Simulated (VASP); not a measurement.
Given:

```xyz
2
Lattice="0.0000 2.3961 2.3961 2.3961 0.0000 2.3961 2.3961 2.3961 0.0000" Properties=species:S:1:pos:R:3 pbc="T T T"
Ca     0.0000     0.0000     0.0000
O      2.3961     2.3961     2.3961
```

These are PBE GGA with D3 dispersion (Becke-Johnson damping), VASP's PBE PAW potentials (set 64) (plane waves; VASP) values and carry that method's errors. Settings: 520 eV cut-off, 11×11×11 Γ-centred mesh, tetrahedra with Blöchl corrections, potentials Ca_sv O.

Question: Predict the energy per atom (σ→0).

Answer: 
```
Property                        Value
---------------------  --------------
energy per atom (σ→0)  -6.673 eV/atom
```

Only differences to runs with the same potentials and settings are physical.

The compound is CaO in the rock salt structure. It was relaxed first.
